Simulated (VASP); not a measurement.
```xyz
2
Lattice="0.0000 2.7259 2.7259 2.7259 0.0000 2.7259 2.7259 2.7259 0.0000" Properties=species:S:1:pos:R:3 pbc="T T T"
Na     0.0000     0.0000     0.0000
Cl     2.7259     2.7259     2.7259
```

These are PBE GGA, VASP's PBE PAW potentials (set 64) (plane waves; VASP) values and carry that method's errors. Numerical set-up: 480 eV cut-off, 8×8×8 Γ-centred mesh, Gaussian smearing of 0.050 eV, potentials Na_pv Cl.

### Question
Give the stress tensor in GPa (positive for a compressed cell).

### Answer

```
4.13  0.00  0.00
0.00  4.13  0.00
0.00  0.00  4.13
```
The pressure is its mean diagonal, 4.13 GPa.

The compound is NaCl in the rock salt structure. This cell was strained or had an atom moved on purpose.
